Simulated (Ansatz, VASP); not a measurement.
# Cross-check of Se (Selenium) between VASP and Ansatz, part 2 of 2

One calculation is typed for both programs; each brings its own data sets and cutoff. How far apart do they land? The cell is taken from a series of VASP runs on this material, whose earlier steps may have relaxed, scaled or displaced it; both programs get it as it stands.

VASP 6.6.1 and Ansatz 0.2.0.

So far: The starting structure; VASP: band structure, r2SCAN-EpsX with an exact-exchange share of 0.085.

**3. Ansatz: band structure, r2SCAN-EpsX with an exact-exchange share of 0.085**

Level of this step: Ansatz beside VASP: Kohn-Sham DFT, plane waves, r2SCAN-EpsX (Ansatz).

Ansatz runs on its default PAW (the set named soft_2) files.

The same cell, functional, mesh and smearing now go to Ansatz, which takes its cutoff from its data sets.

input.yaml

```yaml
crystal:
  lattice:
    - [4.3662, 0.0, 0.0]
    - [-2.1831, 3.781240118, 0.0]
    - [0.0, 0.0, 4.9536]
  atoms:
    - { symbol: Se, position: [0.7746, 0.7746, 0.0] }
    - { symbol: Se, position: [0.0, 0.2254, 0.6666666667] }
    - { symbol: Se, position: [0.2254, 0.0, 0.3333333333] }
hamiltonian:
  xc: { exchange: r2scan, correlation: r2scan, exx: { coeff: 0.085 } }
  pseudopotentials: { kind: paw }
kpoints:
  mp_grid: { grid: [4, 4, 3] }
  band_path:
    path:
      - [0.0, 0.0, 0.0]
      - [0.44444, 0.0, 0.0]
      - [0.38889, 0.22222, 0.0]
      - [0.18519, 0.18519, 0.0]
      - [0.0, 0.0, 0.11111]
      - [0.0, 0.0, 0.5]
      - [0.44444, 0.0, 0.5]
      - [0.5, 0.0, 0.5]
      - [0.38889, 0.22222, 0.5]
      - [0.33333, 0.33333, 0.5]
      - [0.18519, 0.18519, 0.5]
      - [0.5, 0.0, 0.38889]
      - [0.33333, 0.33333, 0.0]
      - [0.33333, 0.33333, 0.5]
    npoints: 1
scf:
  occupations: { method: gaussian, width: 0.03 }
  n_extra_bands: 7
output:
  forces: true
  stress: true
  eigenvalues: true
```

Launch:

```sh
ansatz run input.yaml --threads 4 --pin off --max-ram 9216MiB --backend cpu --events-out ev --progress --plain --runs-dir out
```

Numbers of over 12 decimals in the logs are rounded to 6 here.

The program printed:

```text
Warning: output.stress: scf.convergence.dr2_threshold = 1e-7 eV (the SCF's general default) is looser than the 3e-10 eV advised for a printed stress (1e-10 eV for each atom of the cell: 3). What an SCF threshold leaves in a stress goes as its square root, and in the free energy as the threshold itself, and one threshold admits the most on a small cell: [figures from the program's tests cut] Set scf.convergence.dr2_threshold to 3e-10 eV or tighter. The threshold is an SCF's pass mark: one that does not reach it within its budget of iterations ends unconverged, or closes short of it on a stop that the run arms, and scf.convergence.dr2_threshold's page says what that costs each kind of run
Warning: output.stress: scf.exx.energy_threshold = 1e-6 eV is looser than the 3e-8 eV advised for a stress under a hybrid functional (1e-8 eV for each atom of the cell: 3). Every SCF of the exchange loop can meet its threshold on dr2 while the loop round them stops early: no threshold on dr2 bounds what that leaves in the stress. Set scf.exx.energy_threshold to 3e-8 eV or tighter. The threshold is the loop's pass mark: a loop that does not reach it within its budget of cycles ends unconverged, and scf.exx.energy_threshold's page has the law
scf.n_extra_bands = 7 over 24 filled bands (N_el = 48.0): the run solves 31 bands
Engine: ansatz 0.2.0, aarch64-unknown-linux-gnu
Pseudopotentials: kind: paw
Pseudopotential: Se, paw, valence charge 16, recommended cutoff 500 eV (meta_gga), Se.paw.azcp
Functional definition: unnamed
  parameter a_1 = 0.085
  exchange = (1 - a_1)*r2scan_x + a_1*exact_x
  correlation = r2scan_c
Crystal: 3 atoms, lattice volume = 81.782 Å³
Basis set: ecut = 500 eV, 2017 PW (Γ), exchange–correlation on 128×128×160 points (64 copies of the dense FFT grid, shifted against one another)
Bands: 31, of which v1, the nominal top of the filled ones, is band 24 counted from 1 (23 counted from 0)
Symmetry: 6 space group operations
Space group: P3121 (ITA 152), of the structure as read, at distance tolerance 4.3e-5 Å
k-points: 9 of 48 (time reversal used)
Non-local potential: Se, projectors of the file, l = 0: 2, l = 1: 2, l = 2: 3, l = 3: 1
PAW form: soft (Blöchl's): semilocal exchange-correlation on the pseudo side does not see the compensation charge
PAW frozen core: Se, regenerated for the run's functional, and the local potential with it (the file was generated under x = pbe(κ = 0.804, μ = 0.219515), c = pbe(β = 0.066725))
PAW one-centre angular grid: Se, 590 points (default); XC on 160 Gauss nodes
Initial density: superposition of atomic densities (neutral atoms: chi_scale 0, normalization atom), corrected by the library's trained network
Initial wavefunctions: pseudopotential atomic-orbital guess
Functional: x = r2scan, c = r2scan; τ floored in thin density (d = 2e-4 eV/Å³), warm-up for x = 0.915 r2scan + 0.085 exact, c = r2scan; τ floored in thin density (d = 2e-4 eV/Å³)
SCF iter   1: F=—  HF=-16434.353881 eV  |F-HF|=—  |Δ(HF+E_count)|=         —  Δρ=3.05e-3  dr2=4.81e-3  dr2_τ=9.14e-3  ethr=1.77e-3  ⟨swp⟩=7.6  Hψ=1124  notcnv=0
preconditioner: auto → none  [insulator: Δε(μ)=1.869 eV  Ē_g=12.385 eV  σ=0.030 eV  W_gap=1.00  n_scr=20 (ndim 8)  ℏωp=17.4 eV  f_vac=0.096  D(μ)=0.00/eV (n_scr^D=0)]
SCF iter   2: F=—  HF=-16434.363760 eV  |F-HF|=—  |Δ(HF+E_count)|=   9.88e-3  Δρ=1.58e-3  dr2=1.08e-3  dr2_τ=3.22e-5  ethr=1.00e-5  ⟨swp⟩=4.1  Hψ=827  notcnv=0
iter 3 solved again at ethr=1.82e-7 eV; its pass at ethr=2.25e-6 eV (dr2=8.73e-5 eV) is discarded
SCF iter   3: F=-16434.364442 eV  HF=-16434.364376 eV  |F-HF|=6.64e-5  |Δ(HF+E_count)|=   6.16e-4  Δρ=4.52e-4  dr2=8.80e-5  dr2_τ=3.15e-6  ethr=1.82e-7  ⟨swp⟩=2.7  Hψ=1059  notcnv=0
SCF 1 stopped early in 3 iterations: F = -16434.364442 eV  dr2 = 8.80e-5
  greatest PAW one-centre occupation: 1.000 electrons in one spin orbital (limit 2), on the Se atom at site 2 (counted from 0), in its partial waves of l = 2
Initial density: handed on by an earlier stage of this run
Initial wavefunctions: those handed on with the density
Functional: x = 0.915 r2scan + 0.085 exact, c = r2scan; τ floored in thin density (d = 2e-4 eV/Å³)
Frozen-core exchange: fock
SCF iter   1: F=—  HF=-16433.558431 eV  |F-HF|=—  |Δ(HF+E_count)|=         —  Δρ=1.63e-3  dr2=1.11e-3  dr2_τ=6.61e-5  ethr=1.83e-6  ⟨swp⟩=5.8  Hψ=1170  notcnv=0
preconditioner: auto → none  [insulator: Δε(μ)=2.326 eV  Ē_g=13.037 eV  σ=0.030 eV  W_gap=1.00  n_scr=20 (ndim 8)  ℏωp=17.4 eV  f_vac=0.100  D(μ)=0.00/eV (n_scr^D=0)]
SCF iter   2: F=—  HF=-16433.557829 eV  |F-HF|=—  |Δ(HF+E_count)|=   6.02e-4  Δρ=6.17e-4  dr2=2.35e-4  dr2_τ=1.73e-6  ethr=1.83e-6  ⟨swp⟩=3.0  Hψ=751  notcnv=0
SCF iter   3: F=—  HF=-16433.557852 eV  |F-HF|=—  |Δ(HF+E_count)|=   2.33e-5  Δρ=5.78e-5  dr2=5.02e-5  dr2_τ=1.10e-7  ethr=2.79e-7  ⟨swp⟩=3.0  Hψ=544  notcnv=0
SCF iter   4: F=—  HF=-16433.558615 eV  |F-HF|=—  |Δ(HF+E_count)|=   7.63e-4  Δρ=1.19e-4  dr2=6.92e-6  dr2_τ=1.45e-7  ethr=4.98e-9  ⟨swp⟩=4.1  Hψ=995  notcnv=0
SCF iter   5: F=—  HF=-16433.558615 eV  |F-HF|=—  |Δ(HF+E_count)|=   6.01e-7  Δρ=1.98e-5  dr2=6.29e-7  dr2_τ=5.11e-9  ethr=4.98e-9  ⟨swp⟩=3.0  Hψ=632  notcnv=0
SCF iter   6: F=-16433.558619 eV  HF=-16433.558619 eV  |F-HF|=6.24e-9  |Δ(HF+E_count)|=   4.34e-6  Δρ=1.02e-5  dr2=6.21e-8  dr2_τ=9.89e-10  ethr=4.32e-10  ⟨swp⟩=4.2  Hψ=759  notcnv=0  defer=1
SCF 2 converged in 6 iterations: F = -16433.558619 eV  dr2 = 6.21e-8
  Residual-converged pass: ⟨swp⟩=3.0  Hψ=550  notcnv=0  max |occ|·‖R‖ = 5.9e-6 eV (tolerance 6.7e-6 eV)  dr2=6.18e-8  dr2_τ=1.01e-9  dr2_onsite=5.33e-9  max |Δocc| = 0.0e0
hybrid outer 1: dexx = +6.926e-4 eV, tail = 2.87e-6 eV
Frozen-core exchange: fock
SCF iter   1: F=—  HF=-16433.558633 eV  |F-HF|=—  |Δ(HF+E_count)|=         —  Δρ=1.38e-5  dr2=1.07e-7  dr2_τ=1.74e-9  ethr=2.99e-8  ⟨swp⟩=4.9  Hψ=590  notcnv=0
preconditioner: auto → none  [insulator: Δε(μ)=2.334 eV  Ē_g=13.040 eV  σ=0.030 eV  W_gap=1.00  n_scr=20 (ndim 8)  ℏωp=17.4 eV  f_vac=0.100  D(μ)=0.00/eV (n_scr^D=0)]
SCF iter   2: F=—  HF=-16433.558633 eV  |F-HF|=—  |Δ(HF+E_count)|=   4.18e-8  Δρ=2.69e-6  dr2=3.87e-9  dr2_τ=1.84e-10  ethr=1.83e-10  ⟨swp⟩=4.0  Hψ=849  notcnv=0
SCF iter   3: F=-16433.558633 eV  HF=-16433.558633 eV  |F-HF|=3.64e-11  |Δ(HF+E_count)|=   3.90e-9  Δρ=7.53e-7  dr2=2.69e-10  dr2_τ=2.03e-11  ethr=6.98e-12  ⟨swp⟩=3.8  Hψ=741  notcnv=0  defer=2
SCF 3 converged in 3 iterations: F = -16433.558633 eV  dr2 = 2.69e-10
  Residual-converged pass: ⟨swp⟩=2.3  Hψ=503  notcnv=0  max |occ|·‖R‖ = 5.3e-7 eV (tolerance 5.4e-7 eV)  dr2=2.69e-10  dr2_τ=2.03e-11  dr2_onsite=2.01e-10  max |Δocc| = 0.0e0
hybrid outer 2: dexx = +5.915e-9 eV, tail = 1.12e-9 eV, Δε = 2.82e-4 eV (about 1.38e-5 eV left of the loop's levels), ΔF = 1.46e-3 eV/Å (tail 1.44e-4)
NSCF: frozen V_eff on 14 k-points
hybrid SCF converged: 2 outer / 9 inner (+3 warm-up), last move |dexx| = 5.91e-9 eV, tail = 1.12e-9 eV
Stability not checked: this state was not tested for a lower state beside it, because the functional holds exact exchange (a hybrid, or Hartree-Fock), whose exchange loop this test does not read (fock_operator; see scf.lower_state_search)
Free energy (F): -16433.558633 eV
Frozen-core exchange: fock
Harris-Foulkes:  -16433.558633 eV  (|F-HF|=3.64e-11)
Internal energy: -16433.558633 eV  (E = F + TS)
E sigma→0 (E₀):  -16433.558633 eV
Fermi energy:    7.206559 eV
--- Per-component energies (eV) ---
  E_band       = -1322.380269
  E_kinetic    = 351.152991
  E_local      = -7737.466132  (includes V_loc(G=0)·N_el)
  E_nonlocal   = -1782.105462
  E_hartree    = 3790.348834
  E_xc         = -270.102658
  E_vxc        = -288.960231  (∫ρ·V_xc dr)
  E_exx        = -76.163921  (= α·E_x^exact, valence–valence)
  E_paw        = -5721.858574  (= ΣΔE_a)
  E_vpaw       = 692.869539  (= ΣTr[D̂ρ^β])
  E_aug_tail   = -0.000628  (compensation charges beyond the density's cutoff)
  E_vtau       = 13.760090  (kinetic-family band-sum trace: ∫τ·v_τ [+ j·A + Jᵃ·Aᵃ] dr)
  E_ewald      = -4981.574654
  E_core_change = -5.788428  (= ΣΔE_core)
  E_smearing   = -0.000000  (= −TS)
  E_closure    = -0.000000  (closes the sum)
  Σ components = -16433.558633   (vs F -16433.558633, Δ=0.00e0)
--- Forces (eV/Å), atoms counted from 1 ---
  atom   1  Se     0.06031483     0.10446836     0.00000000
  atom   2  Se     0.06031483    -0.10446836    -0.00000000
  atom   3  Se    -0.12062967    -0.00000000    -0.00000000
  max |Σ_I F_I| component: 8.33e-17 eV/Å
--- Stress (GPa, compression-positive) ---
        0.822948       0.000000      -0.000000
        0.000000       0.822948       0.000000
       -0.000000       0.000000       0.881446
  P = ⅓ Tr σ = 0.8424 GPa (8.424 kbar)
--- Band table (eV; the first three rows and the last of 9) ---
  k-point 0: bands = [... 20 lower, 2.3966, 4.1192, 4.1192, 5.8523, 9.0059, 9.0059, 9.2720, 13.6232, ... 3 higher]
  k-point 1: bands = [... 20 lower, 2.7365, 4.3697, 4.8495, 5.1641, 8.3732, 8.4355, 8.5771, 13.8574, ... 3 higher]
  k-point 2: bands = [... 20 lower, 2.5503, 4.1514, 4.5886, 5.4617, 8.9883, 9.1267, 9.9280, 13.2269, ... 3 higher]
  k-point 8: bands = [... 20 lower, 2.0564, 4.2848, 5.2131, 6.0392, 8.7488, 9.7291, 10.3115, 13.6451, ... 3 higher]
```

Wall time 51 s (4 threads of Arm Neoverse V2, shared host); peak memory 1 GiB; 3.1 min of CPU time.

**4. Differences**

Known differences besides the potentials themselves: exact exchange at q = 0 is treated differently, which shows on coarse meshes; VASP keeps PBE cores, Ansatz makes them for the functional; the data sets hold 48 valence electrons in Ansatz (default PAW (the set named soft_2) files) and 18 in VASP; the cutoff is 500 eV in Ansatz and 350 eV in VASP; VASP takes a coarser grid for exact exchange (PRECFOCK = Fast). Total energies have different zeros and are not compared.

The two programs side by side:

```
                     quantity  Ansatz   VASP  difference
gap over the path points (eV)   1.661  1.649      +0.012
```

Forces (eV/Å; atoms numbered as in POSCAR):

```
atom        Ansatz x, y, z          VASP x, y, z
 Se1   0.060, 0.104, 0.000   0.069, 0.119, 0.000
 Se2  0.060, -0.104, 0.000  0.069, -0.119, 0.000
 Se3  -0.121, 0.000, 0.000  -0.137, 0.000, 0.000
```

Levels at points of the path, from each program's valence-band top (eV; 4 filled, then empty):

```
k (reciprocal lattice)                                  Ansatz                                    VASP
     0.000 0.000 0.000  -4.03 -2.31 -2.31 -0.58 2.58 2.58 2.84  -4.02 -2.30 -2.30 -0.58 2.57 2.57 2.85
     0.444 0.000 0.000  -3.78 -3.03 -1.96 -1.16 2.60 3.00 4.77  -3.77 -3.02 -1.96 -1.16 2.60 3.00 4.76
     0.389 0.222 0.000  -3.33 -3.09 -2.52 -1.70 3.28 3.80 4.53  -3.32 -3.09 -2.51 -1.69 3.27 3.79 4.51
     0.185 0.185 0.000  -3.66 -2.51 -1.96 -1.29 2.84 3.13 3.71  -3.65 -2.50 -1.95 -1.29 2.83 3.12 3.70
     0.000 0.000 0.111  -3.92 -2.31 -2.16 -0.67 2.45 2.48 2.72  -3.92 -2.31 -2.15 -0.67 2.44 2.47 2.72
     0.000 0.000 0.500  -3.65 -1.74 -1.74 -1.33 1.86 1.86 1.87  -3.65 -1.73 -1.73 -1.33 1.86 1.86 1.87
     0.444 0.000 0.500  -4.54 -2.07 -1.52 -0.09 2.30 3.33 3.66  -4.54 -2.07 -1.52 -0.09 2.29 3.33 3.66
     0.500 0.000 0.500   -4.56 -2.09 -1.53 0.00 2.27 3.37 3.67   -4.56 -2.08 -1.52 0.00 2.26 3.37 3.66
     0.389 0.222 0.500  -5.16 -1.21 -0.88 -0.09 1.87 3.36 3.53  -5.15 -1.21 -0.88 -0.08 1.86 3.35 3.52
     0.333 0.333 0.500  -5.34 -1.13 -0.29 -0.29 1.66 3.42 3.42  -5.33 -1.13 -0.29 -0.29 1.65 3.42 3.42
```

The forces differ by 9.5 meV/Å r.m.s., which is 12.0 % of the r.m.s. force of 0.08 eV/Å (both taken over all components). Among the levels compared at these points, filled levels agree within 13 meV and empty ones within 12 meV.

**5. Outcome**

| Quantity | Value |
| --- | --- |
| difference in gap over the path points (band structure, r2SCAN-EpsX with an exact-exchange share of 0.085) | 0.012 eV |
| r.m.s. force difference (band structure, r2SCAN-EpsX with an exact-exchange share of 0.085) | 9.5 meV/Å |

**Reading.** The r.m.s. force difference is 9.5 meV/Å (band structure, r2SCAN-EpsX with an exact-exchange share of 0.085), within the 12 meV/Å picked in this series as the mark of a large difference. Such differences can come from data sets, numerical settings and the points named under the comparisons, not from the functional's error against experiment.

[Lines on the potential files, build, host, timing and source positions are cut from VASP's logs without a mark.]

[Logs are printed without paths, hosts, clocks, repeated set-up lines and the standing remarks that a program may print on its own settings, such as how far it seeks lower states.]

[Hosts, paths, dates, database ids (printed as entryN), source tags and the programs' standing remarks are cut or masked in the printed files.]
